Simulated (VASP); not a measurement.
Given:

```
CELL_PARAMETERS angstrom
      0.00000     2.09211     2.09211
      2.09211     0.00000     2.09211
      2.09211     2.09211     0.00000
ATOMIC_POSITIONS crystal
  Au 0.00000 0.00000 0.00000
```

Level of theory: PBE GGA, VASP's PBE PAW potentials (set 64) (plane waves; VASP 6.6.1). Numerical set-up: 300 eV cut-off, 18×18×18 Γ-centred mesh, Fermi-Dirac smearing of 0.10 eV, potentials Au.

At this cut-off the stress carries a Pulay error, which pulls relaxed volumes low. Unless said otherwise, spin-orbit coupling is left out, though it shifts the bands of the heavy elements here.

Question: Predict the energy per atom (σ→0), pressure, band gap (on the k-mesh) with the smallest direct gap where there is one.

Answer: 
| Property | Value |
|---|---|
| band gap (on the k-mesh) | none (metal, semimetal or under 0.01 eV) |
| energy per atom (σ→0) | -3.224 eV/atom |
| pressure | -3.34 GPa |

The absolute energy has meaning only against runs of the same code, potentials and settings.

The structure comes from a computed database's Au entry; how it stands against other phases isn't given here. The cell was not relaxed at this level.
